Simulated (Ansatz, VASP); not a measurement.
# Ga8Sb3P5 in VASP and in Ansatz

```
CELL_PARAMETERS angstrom
0.01323 5.70405 5.70405
5.70405 0.01323 5.70405
5.70405 5.70405 0.01323
ATOMIC_POSITIONS crystal
Ga 0.99224 0.99224 0.99502
Ga 0.00858 0.00858 0.50858
Ga 0.98540 0.51469 0.01469
Ga 0.99224 0.49502 0.49224
Ga 0.51469 0.98540 0.01469
Ga 0.49502 0.99224 0.49224
Ga 0.49888 0.49888 0.99888
Ga 0.51469 0.51469 0.48540
Sb 0.12485 0.12485 0.12404
Sb 0.12485 0.62404 0.62485
Sb 0.62404 0.12485 0.62485
P 0.12599 0.12599 0.62599
P 0.12314 0.62516 0.12516
P 0.62516 0.12314 0.12516
P 0.62506 0.62506 0.12506
P 0.62516 0.62516 0.62314
```

Alike in both runs: functional PBEsol; k mesh 4 × 4 × 4; occupations gaussian, width 0.01 eV; no spin polarisation.

Ansatz relaxed the structure, and its values are those at the end. VASP's run is a single point on that final structure, the one shown.

|  | VASP | Ansatz |
| --- | --- | --- |
| version | VASP 6.6.1 | Ansatz 0.2.0 |
| potentials or method | VASP PAW PBE potentials, release 64 (Ga_d, Sb, P) | scalar-relativistic, plane waves, PAW |
| plane-wave cutoff (eV) | 520 | 420 |
| valence electrons in the cell | 144 | 174 |

```csv
,VASP,Ansatz,Ansatz less VASP
gap on the k mesh at the Fermi level (eV),none,none,-
pressure (GPa),0.1,0.0,-0.04
rms of the force components (eV/Å),0.007,0.002,-0.0047
```

A gap of «none» marks a metal or a gap that the smearing closes. The functional is the same, so the differences come from potentials, cutoffs and numerics. The two sets of potentials don't hold the same shells in valence.

Caveats: the PAW data sets were made with another functional, which shifts forces and pressure a little (VASP). Spin-orbit coupling is left out, which matters for the levels of Sb.
